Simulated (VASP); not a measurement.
```
MoGe
1.0
    3.17037     0.00000     0.00000
    0.00000     3.17037     0.00000
    0.00000     0.00000     3.17037
Mo Ge
1 1
Direct
  0.00000   0.00000   0.00000
  0.50000   0.50000   0.50000
```

All values below come from r2SCAN meta-GGA, VASP's PBE PAW potentials (set 64) (plane waves; VASP). Numerical set-up: 400 eV cut-off, 10×10×10 Γ-centred mesh, first-order Methfessel-Paxton smearing of 0.10 eV, potentials Mo_sv Ge_d.

Energy and stress use the plane-wave basis of the starting cell.

Problem. The ions, cell shape and volume are relaxed. Predict the relaxed structure.

Solution. 
```
MoGe
1.0
    3.10571     0.00000     0.00000
    0.00000     3.10571     0.00000
    0.00000     0.00000     3.10571
Mo Ge
1 1
Direct
  0.00000   0.00000   0.00000
  0.50000   0.50000   0.50000
```
Space group Pm-3m (221), at a tolerance of 0.03 Å.

Problem. How do energy and volume change from the first to the last step?

Solution. The energy (σ→0) changes by -35.8 meV/atom and the volume by -6.0 %, in 4 ionic steps.

```json
[
 {"step": "1", "E(σ→0) (eV)": "-39.4982", "max force (eV/Å)": "0.000", "pressure (GPa)": "-11.33", "volume (Å³)": "31.87"},
 {"step": "2", "E(σ→0) (eV)": "-39.3342", "max force (eV/Å)": "0.000", "pressure (GPa)": "27.68", "volume (Å³)": "26.95"},
 {"step": "3", "E(σ→0) (eV)": "-39.5697", "max force (eV/Å)": "0.000", "pressure (GPa)": "-0.34", "volume (Å³)": "30.00"},
 {"step": "4", "E(σ→0) (eV)": "-39.5698", "max force (eV/Å)": "0.000", "pressure (GPa)": "-0.07", "volume (Å³)": "29.96"}
]
```

The structure was generated: GeMo was put into the CsCl type (Pm-3m), which need not be its known phase. This run relaxes it. Symmetry was kept, so distortions that lower it aren't found.
